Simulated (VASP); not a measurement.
Data:

```
CELL_PARAMETERS angstrom
      0.00000     2.84239     2.84239
      2.84239     0.00000     2.84239
      2.84239     2.84239     0.00000
ATOMIC_POSITIONS crystal
  Na 0.00000 0.00000 0.00000
  Cl 0.50000 0.50000 0.50000
```

Computed with AM05 GGA, VASP's PBE PAW potentials (set 64) (plane waves; VASP). Run with 520 eV cut-off, Gaussian smearing of 0.050 eV, potentials Na_pv Cl.

Q: Give the energies of bands 5 to 10 at the high-symmetry points, in eV from the valence-band maximum.

A: 
| band | Γ | X | U | L | W |
|---|---|---|---|---|---|
| 5 | 0.00 | -1.60 | -1.36 | -1.86 | -1.15 |
| 6 | 0.00 | -0.58 | -1.07 | -0.25 | -1.15 |
| 7 | 0.00 | -0.58 | -0.48 | -0.25 | -0.72 |
| 8 | 5.04 | 7.51 | 8.21 | 7.22 | 8.78 |
| 9 | 11.09 | 8.07 | 8.97 | 10.47 | 9.62 |
| 10 | 11.09 | 11.14 | 10.43 | 10.92 | 9.62 |

The gap is direct, 5.04 eV, from the valence maximum at Γ to the conduction minimum at Γ.

Measured: gap 8.97 eV (computed value off by -3.93 eV), as given by Wei Chen et al., Physical Review Materials (2018), doi:10.1103/physrevmaterials.2.073803.

The compound is NaCl in the rock salt structure. It was relaxed first.
